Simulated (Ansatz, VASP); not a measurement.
# HfC: VASP beside Ansatz, part 2 of 2

Aim: how closely do two programs agree when they are given the same cell, functional and k mesh? The cell is taken from a series of runs on this material, whose earlier steps may have relaxed, scaled, displaced or heated it; both programs get it as it stands.

VASP 6.6.1 and Ansatz 0.2.0.

So far: Set-up; VASP: zone-centre phonons, PBEsol.

## Step 3: Ansatz: zone-centre phonons, PBEsol

Level of this step: Ansatz beside VASP: Kohn-Sham DFT, plane waves, PBEsol (Ansatz).

Ansatz runs on its PAW soft_1 files.

The same cell, functional, mesh and smearing now go to Ansatz, which takes its cutoff from its data sets.

The input, input.yaml:

```yaml
crystal:
  lattice:
    - [0.0, 2.2344726685, 2.3311280687]
    - [2.2344726685, 0.0, 2.3311280687]
    - [2.2344726685, 2.2344726685, 0.0]
  atoms:
    - { symbol: C, position: [0.0, 0.0, 0.0] }
    - { symbol: Hf, position: [0.5, 0.5, 0.5] }
kpoints:
  mp_grid: { grid: [16, 16, 16] }
hamiltonian:
  xc: pbesol
  pseudopotentials: { kind: paw, azcp: { folder: soft_1 }, xc_functional: pbe }
scf:
  occupations: { method: methfessel_paxton, width: 0.2 }
output:
  eigenvalues: true
phonons:
  method: dfpt
```

Command:

```console
$ ansatz run input.yaml --threads 4 --pin off --max-ram 10240MiB --backend cpu --events-out ev --progress --plain --runs-dir out
```

Numbers of over 12 decimals in the logs are rounded to 6 here.

Output:

```text
zone centre: on kpoints.mp_grid the ground state, and the responses unless they are solved on pairs of k-points, stand on 621 of the mesh's 4096 k-points, reduced under 8 symmetry operations, with k and −k counted as one. Each operation leaves every solved displacement unchanged or reverses it
Engine: ansatz 0.2.0, x86_64-unknown-linux-gnu
Pseudopotentials: kind: paw
Pseudopotential: C, paw, valence charge 4, recommended cutoff 420 eV (normal), soft_1/C.paw.azcp
Pseudopotential: Hf, paw, valence charge 26, recommended cutoff 420 eV (normal), soft_1/Hf.paw.azcp
Functional definition: PBEsol
  exchange = pbesol_x
  correlation = pbesol_c
Crystal: 2 atoms, lattice volume = 23.278 Å³
Basis set: ecut = 420 eV, 475 PW (Γ), exchange–correlation on 48×48×48 points (8 copies of the dense FFT grid, shifted against one another)
Bands: 19, of which v1, the nominal top of the filled ones, is band 15 counted from 1 (14 counted from 0)
Symmetry: 16 space group operations
k-points: 621 of 4096 (irreducible under 8 space group operations)
Non-local potential: C, projectors of the file, l = 0: 2, l = 1: 2, l = 2: 1
Non-local potential: Hf, projectors of the file, l = 0: 3, l = 1: 2, l = 2: 2, l = 3: 3
PAW form: soft (Blöchl's): semilocal exchange-correlation on the pseudo side does not see the compensation charge
PAW frozen core: C, regenerated for the run's functional, and the local potential with it (the file was generated under x = pbe(κ = 0.804, μ = 0.219515), c = pbe(β = 0.066725))
PAW frozen core: Hf, regenerated for the run's functional, and the local potential with it (the file was generated under x = pbe(κ = 0.804, μ = 0.219515), c = pbe(β = 0.066725))
PAW one-centre angular grid: C, 110 points (default); XC on 64 Gauss nodes
PAW one-centre angular grid: Hf, 590 points (default); XC on 64 Gauss nodes
Initial density: superposition of atomic densities (chi_scale 0.1, normalization cell, long waves kept (reshape's long-wave potential 0.00 eV rms))
Initial wavefunctions: pseudopotential atomic-orbital guess
Functional: x = pbesol(κ = 0.804, μ = 0.123457), c = pbesol(β = 0.046)
SCF iter   1: F=—  HF=-15848.008974 eV  |F-HF|=—  |Δ(HF+E_count)|=         —  Δρ=9.21e-2  dr2=2.59e0  ethr=3.10e-3  ⟨swp⟩=4.9  Hψ=52507  notcnv=0
preconditioner: auto → Kerker (q_TF=auto, 2.846 Å⁻¹)  [metal: Δε(μ)=0.064 eV  Ē_g=17.759 eV  σ=0.200 eV  W_gap=0.27  n_scr=14 (ndim 8)  ℏωp=40.7 eV  f_vac=0.000  D(μ)=0.18/eV (n_scr^D=0)]
SCF iter   2: F=—  HF=-15847.460683 eV  |F-HF|=—  |Δ(HF+E_count)|=   5.48e-1  S|Δr|=    0.00e0  Δρ=3.52e-2  dr2=2.92e-1  ethr=3.10e-3  ⟨swp⟩=2.4  Hψ=21989  notcnv=0
SCF iter   3: F=—  HF=-15847.397552 eV  |F-HF|=—  |Δ(HF+E_count)|=   6.31e-2  S|Δr|=    0.00e0  Δρ=1.41e-2  dr2=2.83e-2  ethr=9.74e-4  ⟨swp⟩=2.0  Hψ=22145  notcnv=0
SCF iter   4: F=—  HF=-15847.390928 eV  |F-HF|=—  |Δ(HF+E_count)|=   6.62e-3  S|Δr|=    0.00e0  Δρ=8.24e-3  dr2=7.60e-3  ethr=9.44e-5  ⟨swp⟩=2.1  Hψ=21084  notcnv=0
SCF iter   5: F=—  HF=-15847.390817 eV  |F-HF|=—  |Δ(HF+E_count)|=   1.12e-4  S|Δr|=    0.00e0  Δρ=1.49e-3  dr2=2.98e-4  ethr=2.53e-5  ⟨swp⟩=2.0  Hψ=18886  notcnv=0
SCF iter   6: F=—  HF=-15847.390738 eV  |F-HF|=—  |Δ(HF+E_count)|=   7.84e-5  S|Δr|=    0.00e0  Δρ=2.84e-4  dr2=1.86e-5  ethr=9.95e-7  ⟨swp⟩=2.6  Hψ=21508  notcnv=0
SCF iter   7: F=—  HF=-15847.390742 eV  |F-HF|=—  |Δ(HF+E_count)|=   3.47e-6  S|Δr|=    0.00e0  Δρ=8.07e-5  dr2=1.15e-6  ethr=6.20e-8  ⟨swp⟩=2.3  Hψ=21610  notcnv=0
SCF iter   8: F=—  HF=-15847.390740 eV  |F-HF|=—  |Δ(HF+E_count)|=   1.83e-6  S|Δr|=    0.00e0  Δρ=1.49e-5  dr2=3.31e-8  ethr=3.85e-9  ⟨swp⟩=2.7  Hψ=22266  notcnv=0
SCF iter   9: F=—  HF=-15847.390740 eV  |F-HF|=—  |Δ(HF+E_count)|=   2.86e-9  S|Δr|=    0.00e0  Δρ=2.84e-6  dr2=1.59e-9  ethr=1.10e-10  ⟨swp⟩=2.6  Hψ=21707  notcnv=0
SCF iter  10: F=—  HF=-15847.390740 eV  |F-HF|=—  |Δ(HF+E_count)|=  1.69e-10  S|Δr|=    0.00e0  Δρ=2.75e-7  dr2=1.65e-11  ethr=5.29e-12  ⟨swp⟩=2.8  Hψ=21498  notcnv=0
SCF iter  11: F=-15847.390740 eV  HF=-15847.390740 eV  |F-HF|=0.00e0  |Δ(HF+E_count)|=  7.28e-12  S|Δr|=    0.00e0  Δρ=6.44e-8  dr2=8.58e-13  ethr=1.00e-12  ⟨swp⟩=7.5  Hψ=69113  notcnv=0
SCF 1 converged in 11 iterations: F = -15847.390740 eV  dr2 = 8.58e-13
  greatest PAW one-centre occupation: 0.998 electrons in one spin orbital (limit 2), on the Hf atom at site 1 (counted from 0), in its partial waves of l = 0
DFPT response loops at Γ: preconditioner auto → Kerker (q_TF=auto, 2.846 Å⁻¹) (partly filled bands, converged f_vac=0.000); β = 1.00, the filter's whole step (`scf.mixing.beta` (0.50) is not read by the response loops under this deck's `scf.mixing.preconditioner`; to damp them name `kerker` or `kerker_dos`, under which they read `scf.mixing.beta`, and type it under 1.00, their step now; both keys bind the ground state too); Broyden in place of MSR1
SCF converged after 11 iterations
Stability not checked: this state was not tested for a lower state beside it, because cold or Methfessel-Paxton smearing, or corrected tetrahedra, fill the levels in a way that the test cannot read (fill_not_monotonic; see scf.lower_state_search)
Free energy (F): -15847.390740 eV
Harris-Foulkes:  -15847.390740 eV  (|F-HF|=0.00e0)
Internal energy: -15847.391125 eV  (E = F + TS)
E sigma→0 (E₀):  -15847.390836 eV
Entropy (-TS):   0.000385 eV (0.192 meV/atom)
Fermi energy:    20.054084 eV
--- Per-component energies (eV) ---
  E_band       = 115.310671
  E_kinetic    = 499.272857
  E_local      = -6019.886355  (includes V_loc(G=0)·N_el)
  E_nonlocal   = 91.792063
  E_hartree    = 2967.336095
  E_xc         = -313.873180
  E_vxc        = -315.873038  (∫ρ·V_xc dr)
  E_paw        = -7674.651091  (= ΣΔE_a)
  E_vpaw       = -74.667128  (= ΣTr[D̂ρ^β])
  E_aug_tail   = 0.000107  (compensation charges beyond the density's cutoff)
  E_ewald      = -5398.653778
  E_core_change = 1.272157  (= ΣΔE_core)
  E_smearing   = 0.000385  (= −TS)
  E_closure    = -0.000000  (closes the sum)
  Σ components = -15847.390740   (vs F -15847.390740, Δ=0.00e0)
--- Band table (eV; the first three rows and the last of 621) ---
  k-point 0: bands = [... 11 lower, 9.4244, 20.9903, 21.0264, 21.2594, 21.2594, 21.5259, 21.5259, 23.1364]
  k-point 1: bands = [... 11 lower, 9.4240, 20.2587, 20.4288, 20.6914, 21.5128, 21.7474, 22.0166, 23.7002]
  k-point 2: bands = [... 11 lower, 9.4238, 19.1666, 19.5649, 19.8008, 21.8897, 22.0859, 22.4669, 24.8520]
  k-point 620: bands = [... 11 lower, 9.3826, 17.1794, 17.9585, 20.2592, 20.2592, 25.7220, 27.3099, 27.3099]
--- Phonons (Γ-DFPT): 4 representative perturbations + reference, on 621 of 4096 k-points (Σ response iterations 12) ---
  k mesh reduced under 8 symmetry operations, with k and −k counted as one. Each operation leaves every solved displacement unchanged or reverses it
  ASR residual: 4.129e-5 → 0.000e0 eV/Å²; symmetrization residual: 1.019e-6 eV/Å²
  ASR residual per site (eV/Å²): 4.13e-5 3.17e-6
  Γ frequencies (cm⁻¹): 0.00 0.00 0.00 410.30 543.29 543.29
  non-analytic LO–TO correction: not included (Born effective charges unavailable; polar crystals: no LO–TO splitting at Γ)
```

## Step 4: Side by side

Known differences besides the potentials themselves: the data sets hold 30 valence electrons in Ansatz (on its PAW soft_1 files) and 14 in VASP; the cutoff is 420 eV in Ansatz and 600 eV in VASP; Ansatz makes its cores anew for this functional, VASP keeps those of its PBE data sets. Total energies have different zeros and are not compared.

Compared:

| quantity | Ansatz | VASP | difference |
| --- | --- | --- | --- |
| optical mode 1 (cm⁻¹) | 410.3 | 404.4 | +1.45 % |
| optical mode 2 to 3 (cm⁻¹) | 543.3 | 542.7 | +0.11 % |

Modes are paired by rising frequency, not by their patterns, so a pair may set unlike modes beside each other; they are those without the splitting of longitudinal modes.

## Step 5: Summary of results

| Quantity | Value |
| --- | --- |
| r.m.s. difference of the optical zone-centre modes, each program's sorted by frequency (zone-centre phonons, PBEsol) | 3.4 cm⁻¹ |
| difference in optical mode 1 (zone-centre phonons, PBEsol) | +1.4 % |

**Reading.** The r.m.s. difference of the optical zone-centre modes, each program's sorted by frequency is 3.4 cm⁻¹ (zone-centre phonons, PBEsol). The data sets hold unlike numbers of valence electrons (30 in Ansatz and 14 in VASP), so part of the differences comes from the potentials. Among the rows given in per cent, the largest difference of the zone-centre phonons, PBEsol pair is in optical mode 1, +1.4 %. Such differences can come from data sets, numerical settings and the points named under the comparisons, not from the functional's error against experiment.

[Lines on the potential files, build, host, timing and source positions are cut from VASP's logs without a mark.]

[Logs are printed without paths, hosts, clocks, repeated set-up lines and the standing remarks that a program may print on its own settings, such as how far it seeks lower states.]

[Hosts, paths, dates, database ids (printed as entryN), source tags and the programs' standing remarks are cut or masked in the printed files.]
